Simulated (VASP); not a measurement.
Output of a VASP run:

OSZICAR:
```
       N       E                     dE             d eps       ncg     rms          rms(c)
DAV:   1     0.111131156400E+03    0.11113E+03   -0.11757E+04  2600   0.255E+03
DAV:   2    -0.290682327106E+01   -0.11404E+03   -0.11096E+03  2534   0.328E+02
DAV:   3    -0.606343319422E+01   -0.31566E+01   -0.31449E+01  2954   0.736E+01
DAV:   4    -0.608849051417E+01   -0.25057E-01   -0.25049E-01  3101   0.581E+00
DAV:   5    -0.608877533203E+01   -0.28482E-03   -0.28482E-03  3110   0.653E-01    0.959E+00
DAV:   6    -0.592703452667E+01    0.16174E+00   -0.17035E+01  2772   0.109E+02    0.600E+00
DAV:   7    -0.500748770910E+01    0.91955E+00   -0.38333E+00  2694   0.105E+02    0.229E+00
DAV:   8    -0.501060488398E+01   -0.31172E-02   -0.19269E-01  3486   0.625E+00    0.130E+00
DAV:   9    -0.500090811030E+01    0.96968E-02   -0.21149E-02  3050   0.383E+00    0.504E-02
DAV:  10    -0.500092881219E+01   -0.20702E-04   -0.52182E-04  3224   0.335E-01    0.258E-02
DAV:  11    -0.500093287146E+01   -0.40593E-05   -0.11503E-05  3489   0.615E-02    0.135E-02
DAV:  12    -0.500093146519E+01    0.14063E-05   -0.10185E-06  3461   0.311E-02    0.189E-03
DAV:  13    -0.500093145295E+01    0.12240E-07   -0.21163E-07  2059   0.145E-02
   1 F= -.58544272E+01 E0= -.58544555E+01  d E =0.848882E-04
```

OUTCAR:
```
------------------------ aborting loop because EDIFF is reached ----------------------------------------
 Edisp (eV)   -0.85350
  FORCE on cell =-STRESS in cart. coord.  units (eV):
  Direction    XX          YY          ZZ          XY          YZ          ZX
  --------------------------------------------------------------------------------------
  Total      -0.50017    -0.50017    -0.50017     0.00000     0.00000    -0.00000
  in kB     -31.56682   -31.56682   -31.56682     0.00000     0.00000    -0.00000
  external pressure =      -31.57 kB  Pullay stress =        0.00 kB
  volume of cell :       25.39
      direct lattice vectors                 reciprocal lattice vectors
     2.939003544  0.000000000  0.000000000     0.340251376  0.000000000  0.000000000
     0.000000000  2.939003544  0.000000000     0.000000000  0.340251376  0.000000000
     0.000000000  0.000000000  2.939003544     0.000000000  0.000000000  0.340251376
 POSITION                                       TOTAL-FORCE (eV/Angst)
 -----------------------------------------------------------------------------------
      1.46950      1.46950      1.46950         0.000000      0.000000      0.000000
      0.00000      0.00000      0.00000         0.000000      0.000000      0.000000
 -----------------------------------------------------------------------------------
    total drift:                                0.000000      0.000000     -0.000000
  FREE ENERGIE OF THE ION-ELECTRON SYSTEM (eV)
  ---------------------------------------------------
  free  energy   TOTEN  =        -5.8544272135 eV

  energy  without entropy=       -5.8545121017  energy(sigma->0) =       -5.85445551
```
(Selected blocks of OUTCAR.)

POSCAR:
```
CuZn
1
    2.9390035445     0.0000000000     0.0000000000
    0.0000000000     2.9390035445     0.0000000000
    0.0000000000     0.0000000000     2.9390035445
Zn Cu
1 1
Direct
  0.5000000000   0.5000000000   0.5000000000
  0.0000000000   0.0000000000   0.0000000000
```

Problem. Write an INCAR and KPOINTS that could have produced this output.

Solution. Several could match; the one computed here: the input of the run itself, PBE GGA with D3 dispersion (zero damping), plane waves, VASP's PBE PAW potentials (set 64).

File KPOINTS:
```
Automatic mesh
0
Gamma
12 12 12
0 0 0
```

**INCAR**
```
SYSTEM=CuZn
PREC=Accurate; ENCUT=520; LREAL=.FALSE.
LASPH=.TRUE.
EDIFF=1E-7; NELM=100; ALGO=Normal
LMAXMIX=4
ISMEAR=1; SIGMA=0.1
GGA=PE; IVDW=11
ISIF=2
LWAVE=.FALSE.; LCHARG=.FALSE.
```

POTCAR, in this order: Zn Cu (PBE.64 set). Program: vasp_std.

The compound is CuZn in the CsCl type structure. This cell is one point of a volume scan, at 1.03 of the reference volume. The electron count is odd and the run is not spin-polarised, which forces a metal.
